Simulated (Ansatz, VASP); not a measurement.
# Nb3B4: VASP beside Ansatz, part 2 of 2

One calculation is typed for both programs; each brings its own data sets and cutoff. How far apart do they land?

VASP 6.6.1 and Ansatz 0.2.0.

So far: Starting point; VASP: relaxation of cell and atoms, PBEsol.

## 3. Ansatz: relaxation of cell and atoms, PBEsol

Level of this step: Ansatz beside VASP: Kohn-Sham DFT, plane waves, PBEsol (Ansatz).

Ansatz runs on its default PAW (the set named soft_2) files.

The same cell, functional, mesh and smearing now go to Ansatz, which takes its cutoff from its data sets.

input.yaml

```yaml
crystal:
  lattice:
    - [-1.5704016578, 1.6448005173, 7.0400340583]
    - [1.5704016578, -1.6448005173, 7.0400340583]
    - [1.5704016578, 1.6448005173, -7.0400340583]
  atoms:
    - { symbol: Nb, position: [0.0, 0.5, 0.5] }
    - { symbol: Nb, position: [0.814770805, 0.814770805, 0.0] }
    - { symbol: Nb, position: [0.185229195, 0.185229195, 0.0] }
    - { symbol: B, position: [0.6325119746, 0.6325119746, 0.0] }
    - { symbol: B, position: [0.3674880254, 0.3674880254, 0.0] }
    - { symbol: B, position: [0.5642702664, 0.0642702664, 0.5] }
    - { symbol: B, position: [0.4357297336, 0.9357297336, 0.5] }
hamiltonian:
  xc: pbesol
  pseudopotentials: { kind: paw }
kpoints:
  mp_grid: { grid: [8, 8, 8] }
scf:
  occupations: { method: gaussian, width: 0.05 }
relax:
  f_tol: 0.01
  max_steps: 60
  cell: { stress_tol: 0.05 }
output:
  forces: true
  stress: true
  write_density: true
  write_potential: true
  elf: true
  volumetric_format: npy
```

On the command line:

```bash
$ ansatz run input.yaml --threads 4 --pin off --max-ram 9216MiB --backend cpu --events-out ev --progress --plain --runs-dir out
```

Numbers of over 12 decimals in the logs are rounded to 6 here.

Log:

```text
basis.fft_grid_basis auto: the FFT boxes are laid along the combinations [[1, -1, 0], [0, 1, 0], [0, 1, 1]] of the cell's own vectors, 4.548, 7.398 and 3.141 Å long. The dense box has 32×50×24 points. Along the cell's own vectors, as sized, it would have 50×50×50, 3.26 times as many. Of the 8 symmetry operations that the crystal satisfies within crystal.symmetry.tolerance (time reversal apart; of a slab, those that k [...]
Engine: ansatz 0.2.0, aarch64-unknown-linux-gnu
Pseudopotentials: kind: paw
Pseudopotential: Nb, paw, valence charge 13, recommended cutoff 420 eV (normal), Nb.paw.azcp
Pseudopotential: B, paw, valence charge 3, recommended cutoff 420 eV (normal), B.paw.azcp
Functional definition: PBEsol
  exchange = pbesol_x
  correlation = pbesol_c
Crystal: 7 atoms, lattice volume = 72.738 Å³
Basis set: ecut = 420 eV, 1443 PW (Γ), FFT grids on a1−a2, a2, a2+a3, exchange–correlation on 64×100×48 points (8 copies of the dense FFT grid, shifted against one another)
Bands: 33, of which v1, the nominal top of the filled ones, is band 26 counted from 1 (25 counted from 0)
Symmetry: 8 space group operations
Space group: Immm (ITA 71), of the structure as read, at distance tolerance 4.2e-5 Å
k-points: 95 of 512
Non-local potential: Nb, projectors of the file, l = 0: 3, l = 1: 2, l = 2: 2, l = 3: 1
Non-local potential: B, projectors of the file, l = 0: 2, l = 1: 2, l = 2: 1
PAW form: soft (Blöchl's): semilocal exchange-correlation on the pseudo side does not see the compensation charge
PAW frozen core: Nb, regenerated for the run's functional, and the local potential with it (the file was generated under x = pbe(κ = 0.804, μ = 0.219515), c = pbe(β = 0.066725))
PAW frozen core: B, regenerated for the run's functional, and the local potential with it (the file was generated under x = pbe(κ = 0.804, μ = 0.219515), c = pbe(β = 0.066725))
PAW one-centre angular grid: Nb, 590 points (default); XC on 64 Gauss nodes
PAW one-centre angular grid: B, 110 points (default); XC on 64 Gauss nodes
Initial density: superposition of atomic densities (neutral atoms: chi_scale 0, normalization atom), corrected by the library's trained network
Initial wavefunctions: pseudopotential atomic-orbital guess
Functional: x = pbesol(κ = 0.804, μ = 0.123457), c = pbesol(β = 0.046)
SCF iter   1: F=—  HF=-14102.962421 eV  |F-HF|=—  |Δ(HF+E_count)|=         —  Δρ=5.23e-3  dr2=2.48e-2  ethr=1.77e-3  ⟨swp⟩=5.9  Hψ=13201  notcnv=0  defer=5
preconditioner: auto → Kerker (q_TF=auto, 2.572 Å⁻¹)  [metal: Δε(μ)=0.005 eV  Ē_g=7.317 eV  σ=0.050 eV  W_gap=0.06  n_scr=20 (ndim 8)  ℏωp=22.6 eV  f_vac=0.000  D(μ)=3.20/eV (n_scr^D=26)]
SCF iter   2: F=—  HF=-14102.957375 eV  |F-HF|=—  |Δ(HF+E_count)|=   5.05e-3  Δρ=2.97e-3  dr2=8.26e-3  ethr=4.87e-5  ⟨swp⟩=1.0  Hψ=3896  notcnv=0  defer=12
SCF iter   3: F=—  HF=-14102.955122 eV  |F-HF|=—  |Δ(HF+E_count)|=   2.25e-3  Δρ=2.77e-4  dr2=1.18e-4  ethr=1.62e-5  ⟨swp⟩=2.0  Hψ=4205  notcnv=0  defer=12
SCF iter   4: F=—  HF=-14102.955102 eV  |F-HF|=—  |Δ(HF+E_count)|=   1.97e-5  Δρ=7.42e-5  dr2=4.57e-6  ethr=2.31e-7  ⟨swp⟩=2.0  Hψ=4230  notcnv=0  defer=12
SCF iter   5: F=—  HF=-14102.955100 eV  |F-HF|=—  |Δ(HF+E_count)|=   2.21e-6  Δρ=1.15e-5  dr2=2.77e-7  ethr=8.95e-9  ⟨swp⟩=2.0  Hψ=4152  notcnv=0  defer=12
SCF iter   6: F=-14102.955100 eV  HF=-14102.955100 eV  |F-HF|=7.62e-9  |Δ(HF+E_count)|=   4.29e-8  Δρ=1.97e-6  dr2=8.81e-9  ethr=1.96e-10  ⟨swp⟩=7.1  Hψ=16778  notcnv=0
SCF 1 converged in 6 iterations: F = -14102.955100 eV  dr2 = 8.81e-9
  greatest PAW one-centre occupation: 0.998 electrons in one spin orbital (limit 2), on the Nb atom at site 2 (counted from 0), in its partial waves of l = 0
relax step   1: F+E_penalty+E_count = -14102.95509969 eV  Δ(F+E_penalty+E_count) = +0.000e0 eV  max|allowed force component| = 6.315e-2 eV/Å  Δτ_max = 0.0000 Å  P = -2.740 GPa  Ω = 72.738 Å³  (6 SCF iters, dr2 threshold 1.00e-7 eV, accepted)
[...]
relax step   2: F+E_penalty+E_count = -14102.95808417 eV  Δ(F+E_penalty+E_count) = -2.984e-3 eV  max|allowed force component| = 1.279e-1 eV/Å  Δτ_max = 0.0080 Å  P = +1.785 GPa  Ω = 71.590 Å³  energy of the carried Pulay correction = +9.980e-4 eV  (6 SCF iters, dr2 threshold 7.00e-7 eV, accepted)
[...]
relax step   3: F+E_penalty+E_count = -14102.96170690 eV  Δ(F+E_penalty+E_count) = -3.623e-3 eV  max|allowed force component| = 2.637e-2 eV/Å  Δτ_max = 0.0073 Å  P = -0.042 GPa  Ω = 72.061 Å³  energy of the carried Pulay correction = +5.862e-4 eV  (6 SCF iters, dr2 threshold 7.00e-7 eV, accepted)
[...]
relax step   4: F+E_penalty+E_count = -14102.96174875 eV  Δ(F+E_penalty+E_count) = -4.186e-5 eV  max|allowed force component| = 6.745e-3 eV/Å  Δτ_max = 0.0026 Å  P = -0.032 GPa  Ω = 72.054 Å³  energy of the carried Pulay correction = +5.931e-4 eV  (6 SCF iters, accepted)
[...]
relax step   5: F+E_penalty+E_count = -14102.96180700 eV  Δ(F+E_penalty+E_count) = -5.825e-5 eV  max|allowed force component| = 2.761e-3 eV/Å  Δτ_max = 0.0005 Å  P = +0.002 GPa  Ω = 72.047 Å³  energy of the carried Pulay correction = +5.987e-4 eV  (6 SCF iters, accepted)
[...]
relax step   6: F+E_penalty+E_count = -14102.96123161 eV  Δ(F+E_penalty+E_count) = +5.754e-4 eV  max|allowed force component| = 2.904e-3 eV/Å  Δτ_max = 0.0000 Å  P = -0.007 GPa  Ω = 72.047 Å³  stress off target by 2.51e-2 GPa  SCF on the basis re-selected at this cell (its energy is not comparable with the rows above)  (7 SCF iters)
basis re-selected at this cell: Δ(F+E_penalty+E_count) = +5.754e-4 eV, ΔP = -0.010 GPa vs the last step (what re-selecting the basis moved, of the pressure what is left beyond the Pulay correction that the steps carried, after the strain that the cell walked since its last selection, with what the two solves' SCF thresholds leave and, on support functions, any second-order correction that the steps lacked; it is no m [...]
SCF converged after 7 iterations
Free energy (F): -14102.961232 eV
Harris-Foulkes:  -14102.961232 eV  (|F-HF|=1.82e-12)
Internal energy: -14102.957393 eV  (E = F + TS)
E sigma→0 (E₀):  -14102.959312 eV
Entropy (-TS):   -0.003839 eV (-0.548 meV/atom)
Fermi energy:    18.316853 eV
--- Per-component energies (eV) ---
  E_band       = -92.729940
  E_kinetic    = 1389.266588
  E_local      = -2082.940055  (includes V_loc(G=0)·N_el)
  E_nonlocal   = 404.555516
  E_hartree    = 665.521464
  E_xc         = -658.237763
  E_vxc        = -798.983572  (∫ρ·V_xc dr)
  E_paw        = -9354.106597  (= ΣΔE_a)
  E_vpaw       = -335.671354  (= ΣTr[D̂ρ^β])
  E_aug_tail   = 0.000009  (compensation charges beyond the density's cutoff)
  E_ewald      = -4467.641526
  E_core_change = 0.624971  (= ΣΔE_core)
  E_smearing   = -0.003839  (= −TS)
  E_closure    = -0.000000  (closes the sum)
  Σ components = -14102.961232   (vs F -14102.961232, Δ=0.00e0)
--- Forces (eV/Å), atoms counted from 1 ---
  atom   1  Nb     0.00000000    -0.00000000    -0.00000000
  atom   2  Nb    -0.00000000    -0.00000000     0.00165342
  atom   3  Nb     0.00000000     0.00000000    -0.00165342
  atom   4  B     -0.00000000    -0.00000000     0.00290414
  atom   5  B      0.00000000     0.00000000    -0.00290414
  atom   6  B     -0.00000000    -0.00000000    -0.00199323
  atom   7  B      0.00000000     0.00000000     0.00199323
  max |Σ_I F_I| component: 4.34e-19 eV/Å
--- Stress (GPa, compression-positive) ---
        0.001131       0.000000      -0.000000
        0.000000      -0.025135       0.000000
       -0.000000       0.000000       0.002341
  P = ⅓ Tr σ = -0.0072 GPa (-0.072 kbar)
--- Band table (eV; the first three rows and the last of 95) ---
  k-point 0: bands = [... 22 lower, 15.4591, 16.0275, 18.6242, 18.9302, 19.1617, 19.6766, 20.4312, 20.9995, ... 3 higher]
  k-point 1: bands = [... 22 lower, 15.6569, 16.2979, 17.4276, 18.7179, 18.9269, 19.2758, 20.1531, 20.1823, ... 3 higher]
  k-point 2: bands = [... 22 lower, 15.7574, 15.9149, 15.9451, 19.4452, 19.5553, 20.0584, 20.2185, 20.4129, ... 3 higher]
  k-point 94: bands = [... 22 lower, 14.9736, 16.7512, 18.9562, 19.2342, 19.2472, 19.3376, 19.4325, 20.7109, ... 3 higher]
--- Relaxed structure (5 steps of the walk, 5 accepted, 1 SCFs on fresh bases) ---
  F+E_penalty+E_count = -14102.96123161 eV   max|allowed force component| = 2.904e-3 eV/Å   (the final SCF, on the basis selected at the relaxed cell)
  cell:  # Å, volume = 72.0470 Å³
    - [-1.566139, 1.640043, 7.012461]
    - [1.566139, -1.640043, 7.012461]
    - [1.566139, 1.640043, -7.012461]
  atoms:
    - { symbol: Nb, position: [0, 0.500000, 0.500000] }
    - { symbol: Nb, position: [0.814860, 0.814860, 0] }
    - { symbol: Nb, position: [0.185140, 0.185140, 0] }
    - { symbol: B, position: [0.632548, 0.632548, 0] }
    - { symbol: B, position: [0.367452, 0.367452, 0] }
    - { symbol: B, position: [0.564285, 0.064285, 0.5] }
    - { symbol: B, position: [0.435715, 0.935715, 0.500000] }
```

Elapsed: 21 s, on 4 threads of Arm Neoverse V1, shared host; peak memory 0.52 GiB.

## 4. Comparison

Known differences besides the potentials themselves: both relaxations stop at a tolerance, which leaves soft axes loose, and VASP keeps its plane-wave basis; the data sets hold 51 valence electrons in Ansatz (default PAW (the set named soft_2) files) and 45 in VASP; Ansatz makes its cores anew for this functional, VASP keeps those of its PBE data sets; Ansatz adds a Pulay correction to the stress that steers its cell, VASP none. Total energies have different zeros and are not compared.

Compared:

```
                                         quantity  Ansatz   VASP  difference
                                      volume (Å³)   72.05  72.74     -0.95 %
edge a after relaxation, in the typed setting (Å)   7.370  7.398     -0.38 %
```

The walks stopped with -0.01 GPa left in Ansatz and 0.08 GPa in VASP; each walk ends within a tolerance, so the volume difference is uncertain by about these residues over the bulk modulus, most in soft cells.

## 5. Results

| Item | Value |
| --- | --- |
| difference in volume (relaxation of cell and atoms, PBEsol) | -0.95 % |

**Reading.** The difference in volume is -0.95 % (relaxation of cell and atoms, PBEsol), within the 1.2 % picked in this series as the mark of a large difference, as far as the stopping tolerances let one tell. Such differences can come from data sets, numerical settings and the points named under the comparisons, not from the functional's error against experiment.

[Lines on the potential files, build, host, timing and source positions are cut from VASP's logs without a mark.]

[Logs are printed without paths, hosts, clocks, repeated set-up lines and the standing remarks that a program may print on its own settings, such as how far it seeks lower states.]

[Hosts, paths, dates, database ids (printed as entryN), source tags and the programs' standing remarks are cut or masked in the printed files.]
